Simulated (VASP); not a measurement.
Here is the system:

```xyz
5
Lattice="4.0695 0.0000 0.0000 0.0000 4.0695 0.0000 0.0000 0.0000 4.0695" Properties=species:S:1:pos:R:3 pbc="T T T"
Ba     0.0000     0.0000     0.0000
Ti     2.0348     2.0348     2.0348
O      2.0348     0.0000     2.0348
O      0.0000     2.0348     2.0348
O      2.0348     2.0348     0.0000
```

Level of theory: RPBE GGA, VASP's PBE PAW potentials (set 64) (plane waves; VASP). Numerical set-up: 520 eV cut-off, Gaussian smearing of 0.050 eV, potentials Ba_sv Ti_sv O.

Unless said otherwise, spin-orbit coupling is left out, though it shifts the bands of the heavy elements here.

Predict the band gap (along the path) with the smallest direct gap where there is one.

```yaml
band gap (along the path): 1.68 eV
smallest direct gap (along the path): 1.87 eV
```

Only differences to runs with the same potentials and settings are physical.

The compound is BaTiO3 in the cubic perovskite structure, the ideal cubic form; the compound distorts at low or room temperature. It was relaxed first, which changed the volume by +5 %.
